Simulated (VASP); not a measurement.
# LaSb2Au: interstitial H from one void to a neighbouring one

Wanted: the minimum-energy path in LaSb2Au for this move: interstitial H from one void to a neighbouring one. The start is a cell from a database of measured crystal structures.

Program: VASP 6.6.1. Level of theory: LDA; plane waves and PAW (Au, La, Sb), in the first sound run; inputs show where later runs differ. Results are calculated unless marked as measured.

## (1) The host crystal

It takes space group P4/nmm (No. 129, tetragonal). The conventional cell has a = 4.436 Å, b = 4.436 Å, c = 10.432 Å, α = 90.00°, β = 90.00°, γ = 90.00°. Nearest to Au lie 4 Sb at 2.84 Å and 4 Au at 3.14 Å and 4 La at 3.40 Å. Nearest to La lie 8 Sb at 3.24 to 3.45 Å and 4 Au at 3.40 Å. Sb has 4 Sb at 3.14 Å and 4 La at 3.45 Å nearest. Sb has 4 Au at 2.84 Å and 4 La at 3.24 Å nearest. Farther neighbours are not listed.

## (2) Relax the host

The later steps need the crystal at this functional's own lattice; a raised cutoff keeps the stress reliable while the cell changes.

INCAR

```
SYSTEM = LaSb2Au
PREC = Accurate
ENCUT = 350
EDIFF = 1E-06
NELM = 120
ISMEAR = 0
SIGMA = 0.1
LREAL = .FALSE.
ALGO = Normal
GGA = CA
NBANDS = 40
LORBIT = 11
LWAVE = .FALSE.
LCHARG = .FALSE.
KPAR = 3
IBRION = 2
NSW = 40
ISIF = 3
EDIFFG = -0.02
POTIM = 0.4
```

POSCAR

```
LaSb2Au
1.0
    4.4360000000      0.0000000000      0.0000000000
    0.0000000000      4.4360000000      0.0000000000
    0.0000000000      0.0000000000     10.4320000000
Au La Sb
2 2 4
Direct
    0.5000000000      0.5000000000      0.0000000000
    0.0000000000      0.0000000000      0.0000000000
    0.0000000000      0.5000000000      0.2468500000
    0.5000000000      0.0000000000      0.7531500000
    0.5000000000      0.5000000000      0.5000000000
    0.0000000000      0.0000000000      0.5000000000
    0.0000000000      0.5000000000      0.8306000000
    0.5000000000      0.0000000000      0.1694000000
```

KPOINTS

```
Automatic mesh
0
Gamma
4 4 2
0 0 0
```

PAW data sets: Au, La and Sb (LDA family, release 64).

On the command line:

```bash
mpirun -np 3 vasp_std
```

What it wrote:

```text
[banner, memory and clock lines left out]
running    3 mpi-ranks, on    1 nodes
 distrk:  each k-point on    1 cores,    3 groups
 distr:  one band on    1 cores,    1 groups

 POSCAR found type information on POSCAR AuLaSb
 POSCAR found :  3 types and       8 ions
 LDA part: xc-table for (Slater(with rela. corr.)+CA(PZ))
 , standard interpolation
 POSCAR, INCAR and KPOINTS ok, starting setup
 FFT: planning ... GRIDC
 FFT: planning ... GRID_SOFT
 FFT: planning ... GRID
 WAVECAR not read
 entering main loop
       N       E                     dE             d eps       ncg     rms          rms(c)
DAV:   1     0.528257551826E+03    0.52826E+03   -0.18098E+04   960   0.142E+03
DAV:   2     0.789183587930E+02   -0.44934E+03   -0.41895E+03  1152   0.311E+02
DAV:   3    -0.253969266257E+02   -0.10432E+03   -0.97853E+02  1424   0.155E+02
DAV:   4    -0.458396485925E+02   -0.20443E+02   -0.19040E+02  1824   0.633E+01
DAV:   5    -0.482005958793E+02   -0.23609E+01   -0.21327E+01  1696   0.198E+01    0.131E+01
DAV:   6    -0.460433850055E+02    0.21572E+01   -0.43506E+01  1712   0.412E+01    0.119E+01
DAV:   7    -0.459172224188E+02    0.12616E+00   -0.55590E+00  1592   0.175E+01    0.670E+00
DAV:   8    -0.458254310369E+02    0.91791E-01   -0.19057E+00  1600   0.776E+00    0.169E+00
DAV:   9    -0.457987830854E+02    0.26648E-01   -0.22928E-01  1616   0.336E+00    0.553E-01
DAV:  10    -0.457954603871E+02    0.33227E-02   -0.32126E-02  1688   0.105E+00    0.300E-01
DAV:  11    -0.457949877057E+02    0.47268E-03   -0.35471E-03  1744   0.373E-01    0.981E-02
DAV:  12    -0.457949398464E+02    0.47859E-04   -0.46227E-04  1608   0.128E-01    0.453E-02
DAV:  13    -0.457949392968E+02    0.54965E-06   -0.82476E-05  1776   0.556E-02    0.109E-02
DAV:  14    -0.457949393953E+02   -0.98536E-07   -0.96960E-06  1384   0.167E-02
   1 F= -.45794939E+02 E0= -.45789924E+02  d E =-.457949E+02
 curvature:   0.00 expect dE= 0.000E+00 dE for cont linesearch  0.000E+00
 trial: gam= 0.00000 g(F)=  0.118E-01 g(S)=  0.186E+00 ort = 0.000E+00 (trialstep = 0.100E+01)
 search vector abs. value=  0.198E+00
 bond charge predicted
       N       E                     dE             d eps       ncg     rms          rms(c)
DAV:   1    -0.470540612033E+02   -0.12591E+01   -0.29217E+01  1328   0.355E+01    0.649E+00
DAV:   2    -0.459503175807E+02    0.11037E+01   -0.41654E+00  1384   0.167E+01    0.244E+00
DAV:   3    -0.458755902868E+02    0.74727E-01   -0.57152E-01  1488   0.515E+00    0.168E+00
DAV:   4    -0.458523454443E+02    0.23245E-01   -0.16013E-01  1648   0.246E+00    0.379E-01
DAV:   5    -0.458476343553E+02    0.47111E-02   -0.39497E-02  1560   0.133E+00    0.405E-01
DAV:   6    -0.458482269678E+02   -0.59261E-03   -0.55318E-03  1688   0.510E-01    0.111E-01
DAV:   7    -0.458482341816E+02   -0.72138E-05   -0.92173E-04  1720   0.150E-01    0.693E-02
DAV:   8    -0.458482374365E+02   -0.32550E-05   -0.26303E-04  1648   0.865E-02    0.195E-02
DAV:   9    -0.458482395566E+02   -0.21200E-05   -0.95511E-05  1624   0.614E-02    0.137E-02
DAV:  10    -0.458482369282E+02    0.26283E-05   -0.12023E-05  1376   0.239E-02    0.599E-03
DAV:  11    -0.458482364787E+02    0.44952E-06   -0.40648E-06  1088   0.139E-02
   2 F= -.45848236E+02 E0= -.45843777E+02  d E =-.532971E-01
[... from here on, the cycles between the ionic steps are left out ...]
   3 F= -.45864096E+02 E0= -.45859465E+02  d E =-.691571E-01
   4 F= -.45878323E+02 E0= -.45873855E+02  d E =-.142267E-01
   5 F= -.45886227E+02 E0= -.45881659E+02  d E =-.221309E-01
   6 F= -.45886371E+02 E0= -.45881783E+02  d E =-.222744E-01
   7 F= -.45888693E+02 E0= -.45884391E+02  d E =-.232172E-02
   8 F= -.45890175E+02 E0= -.45886410E+02  d E =-.380396E-02
   9 F= -.45890845E+02 E0= -.45887417E+02  d E =-.669763E-03
  10 F= -.45890984E+02 E0= -.45887468E+02  d E =-.809641E-03
  11 F= -.45890984E+02 E0= -.45887463E+02  d E =-.808959E-03
 curvature:  -0.67 expect dE=-0.323E-04 dE for cont linesearch -0.638E-08
 trial: gam= 0.07555 g(F)=  0.386E-04 g(S)=  0.963E-05 ort = 0.583E-05 (trialstep = 0.104E+01)
 search vector abs. value=  0.695E-04
 bond charge predicted
       N       E                     dE             d eps       ncg     rms          rms(c)
DAV:   1    -0.458910120982E+02   -0.27785E-04   -0.60536E-03  1440   0.441E-01    0.227E-02
DAV:   2    -0.458910255611E+02   -0.13463E-04   -0.28414E-04  1408   0.852E-02    0.120E-02
DAV:   3    -0.458910250936E+02    0.46743E-06   -0.25689E-05  1608   0.367E-02    0.659E-03
DAV:   4    -0.458910241472E+02    0.94647E-06   -0.16424E-06   784   0.107E-02
  12 F= -.45891024E+02 E0= -.45887532E+02  d E =-.403815E-04
 ZBRENT: can't locate minimum, use default step
 trial-energy change:   -0.000040  1 .order   -0.000046   -0.000051   -0.000041
 step:   4.1598(harm=  5.6605)  dis= 0.00447  next Energy=   -45.891121 (dE=-0.138E-03)
 reached required accuracy - stopping structural energy minimisation
```

Wall time 2.4 min (3 MPI ranks of AMD EPYC 7R43, shared host); peak memory 0.59 GiB; 7 min of CPU time.

Lines that name or quote the potential files are left out of all logs, and their timing lines are given in words.

From OUTCAR (step 2):

```text
ion  position               nearest neighbor table
   1  0.500  0.500  0.000-   7 2.84   8 2.84   8 2.84   7 2.84   2 3.14   2 3.14   2 3.14   2 3.14
                             3 3.40   3 3.40   4 3.40   4 3.40
   2  0.000  0.000  0.000-   7 2.84   8 2.84   7 2.84   8 2.84   1 3.14   1 3.14   1 3.14   1 3.14
                             3 3.40   4 3.40   3 3.40   4 3.40
   3  0.000  0.500  0.247-   8 3.24   8 3.24   8 3.24   8 3.24   2 3.40   1 3.40   1 3.40   2 3.40
                             6 3.45   5 3.45   6 3.45   5 3.45
   4  0.500  0.000  0.753-   7 3.24   7 3.24   7 3.24   7 3.24   2 3.40   2 3.40   1 3.40   1 3.40
                             6 3.45   6 3.45   5 3.45   5 3.45
   5  0.500  0.500  0.500-   6 3.14   6 3.14   6 3.14   6 3.14   4 3.45   3 3.45   3 3.45   4 3.45

  LATTYP: Found a simple tetragonal cell.
 ALAT       =     4.4360000000
 C/A-ratio  =     2.3516681695

 Subroutine GETGRP returns: Found 16 space group operations
 (whereof  8 operations were pure point group operations)

The static configuration has the point symmetry D_2d.
 The point group associated with its full space group is D_4h.

 Found     12 irreducible k-points:

   k-points           NKPTS =     12   k-points in BZ     NKDIM =     12   number of bands    NBANDS=     40

   dimension x,y,z NGX =    28 NGY =   28 NGZ =   64
   dimension x,y,z NGXF=    56 NGYF=   56 NGZF=  128

   ENCUT  =  350.0 eV  25.72 Ry    5.07 a.u.   6.77  6.77 15.91*2*pi/ulx,y,z

   NELECT =      64.0000    total number of electrons

 k-points in reciprocal lattice and weights: Automatic mesh
   0.00000000  0.00000000  0.00000000       0.031
   0.25000000  0.00000000  0.00000000       0.125
   0.50000000  0.00000000  0.00000000       0.062
   0.25000000  0.25000000  0.00000000       0.125
   0.50000000  0.25000000  0.00000000       0.125
   0.50000000  0.50000000  0.00000000       0.031
   0.00000000  0.00000000  0.50000000       0.031
   0.25000000  0.00000000  0.50000000       0.125
   0.50000000  0.00000000  0.50000000       0.062
   0.25000000  0.25000000  0.50000000       0.125
   0.50000000  0.25000000  0.50000000       0.125
   0.50000000  0.50000000  0.50000000       0.031

 average (electrostatic) potential at core
       1 -64.9039       2 -64.9039       3 -94.6821       4 -94.6821       5 -84.1416
       6 -84.1416       7 -84.2100       8 -84.2100

 E-fermi :   8.9863

 k-point     1 :       0.0000    0.0000    0.0000
  band No.  band energies     occupation
    ...
     26       6.3727      2.00000
     27       7.4004      2.00000
     28       7.4004      2.00000
     29       7.6563      2.00000
     30       8.5081      2.00000
     31       9.0900      0.14285
     32       9.5622      0.00000
     33       9.5622      0.00000
     34      10.3813      0.00000
     35      10.8010      0.00000
    ...

 k-point     2 :       0.2500    0.0000    0.0000
  band No.  band energies     occupation
    ...
     28       7.2211      2.00000
     29       7.7807      2.00000
     30       8.5594      2.00000
     31       8.5629      2.00000
     32       8.9237      1.62414
     33      10.0203      0.00000
     34      10.2413      0.00000
     35      10.2885      0.00000
     36      10.4560      0.00000
     37      10.6241      0.00000
    ...

 k-point     3 :       0.5000    0.0000    0.0000
  band No.  band energies     occupation
    ...
     30       7.6789      2.00000
     31       8.3162      2.00000
     32       8.3162      2.00000
     33       8.7128      1.99989
     34       8.7128      1.99989
     35      11.0544      0.00000
     36      11.0544      0.00000
     37      11.2118      0.00000
     38      11.2118      0.00000
     39      11.2240      0.00000
    ...

  Total        0.0010391      0.0010391      0.0289980      0.0000000      0.0000000      0.0000000
  in kB        0.0084298      0.0084298      0.2352429      0.0000000      0.0000000      0.0000000
  external PRESSURE =       0.0840342 kB  Pullay stress =       0.0000000 kB

  energy-cutoff  :      350.00
  volume of cell :      197.50
      direct lattice vectors                 reciprocal lattice vectors
     4.387594288  0.000000000 -0.000000000     0.227915330  0.000000000 -0.000000000
     0.000000000  4.387594288  0.000000000     0.000000000  0.227915330  0.000000000
     0.000000000 -0.000000000 10.259097698     0.000000000 -0.000000000  0.097474459

 POSITION                                       TOTAL-FORCE (eV/Angst)
 -----------------------------------------------------------------------------------
      2.19380      2.19380      0.00000         0.000000      0.000000     -0.000000
      0.00000      0.00000      0.00000         0.000000     -0.000000     -0.000000
      4.38759      2.19380      2.59460         0.000000     -0.000000      0.016514
      2.19380     -0.00000      7.66449        -0.000000      0.000000     -0.016514
      2.19380      2.19380      5.12955         0.000000      0.000000     -0.000000
      0.00000     -0.00000      5.12955         0.000000     -0.000000     -0.000000
      0.00000      2.19380      8.49500         0.000000     -0.000000      0.004597
      2.19380     -0.00000      1.76410        -0.000000      0.000000     -0.004597
 -----------------------------------------------------------------------------------
    total drift:                                0.000000      0.000000     -0.000000

  FREE ENERGIE OF THE ION-ELECTRON SYSTEM (eV)
  ---------------------------------------------------
  free  energy   TOTEN  =       -45.8910241472 eV

  energy  without entropy=      -45.8840392754  energy(sigma->0) =      -45.88753171

 reached required accuracy - stopping structural energy minimisation

 total charge
# of ion       s       p       d       f       tot
--------------------------------------------------
    1        0.596   0.407   8.738   0.000   9.741
    2        0.596   0.407   8.738   0.000   9.741
    3        2.025   5.629   0.789   0.166   8.609
    4        2.025   5.629   0.789   0.166   8.609
    5        1.183   1.244   0.035   0.000   2.463
    6        1.183   1.244   0.035   0.000   2.463
    7        1.145   1.317   0.048   0.000   2.511
    8        1.145   1.317   0.048   0.000   2.511
--------------------------------------------------
tot          9.900  17.195  19.220   0.332  46.648

[... 3 further parts left out ...]
```

CONTCAR:

```
LaSb2Au
   1.00000000000000
     4.3875942877184988    0.0000000000000000   -0.0000000000000000
     0.0000000000000000    4.3875942877184988    0.0000000000000000
     0.0000000000000000   -0.0000000000000000   10.2590976982895086
  Au              La              Sb
     2     2     4
Direct
     0.5000000000000000    0.5000000000000000    0.0000000000000000
     0.0000000000000000    0.0000000000000000    0.0000000000000000
     1.0000000000000000    0.5000000000000000    0.2529075691275780
     0.5000000000000000    0.0000000000000000    0.7470924308724221
     0.5000000000000000    0.5000000000000000    0.5000000000000000
     0.0000000000000000    0.0000000000000000    0.5000000000000000
     0.0000000000000000    0.5000000000000000    0.8280452593129851
     0.5000000000000000    0.0000000000000000    0.1719547406870149
```

The k-mesh is coarse for a metal. The run keeps the 16 symmetry operations of its start, so it cannot find a distortion of lower symmetry.

Step by step:

```csv
step,energy less that of the first step (eV),largest force (eV/Å),pressure (GPa),volume (Å³)
1,0.0000,0.3785,-2.77,205.28
2,-0.0533,0.4170,1.81,194.92
3,-0.0692,0.4051,0.22,198.16
4,-0.0834,0.2595,0.14,198.00
5,-0.0913,0.1054,0.05,197.79
6,-0.0914,0.1012,0.04,197.76
7,-0.0938,0.0586,-0.09,197.93
8,-0.0952,0.0160,-0.28,198.17
9,-0.0959,0.0213,0.15,197.18
10,-0.0960,0.0208,0.03,197.47
11,-0.0960,0.0221,0.02,197.49
12,-0.0961,0.0165,0.01,197.50
```

| conventional cell, symmetrised | before | after | change |
| --- | --- | --- | --- |
| a (Å) | 4.436 | 4.388 | -1.1 % |
| b (Å) | 4.436 | 4.388 | -1.1 % |
| c (Å) | 10.432 | 10.259 | -1.7 % |
| volume (Å³/atom) | 25.66 | 24.69 | -3.8 % |

The atoms that moved most (Å, as changes of fractional coordinates times the final cell):

| atom | dx | dy | dz | length |
| --- | --- | --- | --- | --- |
| La3 | 0.000 | 0.000 | 0.062 | 0.062 |
| La4 | 0.000 | 0.000 | -0.062 | 0.062 |
| Sb7 | 0.000 | 0.000 | -0.026 | 0.026 |
| Sb8 | 0.000 | 0.000 | 0.026 | 0.026 |

Final coordinates:

```cif
data_structure
_symmetry_space_group_name_H-M 'P 1'
_symmetry_Int_Tables_number 1
_cell_length_a 4.3876
_cell_length_b 4.3876
_cell_length_c 10.2591
_cell_angle_alpha 90.000
_cell_angle_beta 90.000
_cell_angle_gamma 90.000
_cell_volume 197.50
loop_
_atom_site_label
_atom_site_type_symbol
_atom_site_fract_x
_atom_site_fract_y
_atom_site_fract_z
_atom_site_occupancy
Au1 Au 0.50000 0.50000 0.00000 1
Au2 Au 0.00000 0.00000 0.00000 1
La3 La 0.00000 0.50000 0.25291 1
La4 La 0.50000 0.00000 0.74709 1
Sb5 Sb 0.50000 0.50000 0.50000 1
Sb6 Sb 0.00000 0.00000 0.50000 1
Sb7 Sb 0.00000 0.50000 0.82805 1
Sb8 Sb 0.50000 0.00000 0.17195 1
```

Numbers from this step:

```
electronic cycles                               : 89
electrons                                       : 64
free energy (TOTEN)                             : -45.89 eV
energy at zero smearing                         : -45.89 eV
Fermi energy                                    : 8.986 eV
labelled metallic, from the levels on this mesh : yes
```

The run ended after 12 ionic steps, 0.096 eV below its first step, once forces and stress met EDIFFG = -0.02.

(Part 1 of 4 ends here.)

[Lines on the potential files, build, host, timing and source positions are cut from VASP's logs without a mark.]

[Logs are printed without paths, hosts, clocks, repeated set-up lines and the standing remarks that a program may print on its own settings, such as how far it seeks lower states.]

[Hosts, paths, dates, database ids (printed as entryN), source tags and the programs' standing remarks are cut or masked in the printed files.]

[Runs that stopped without an error message from VASP are left out.]
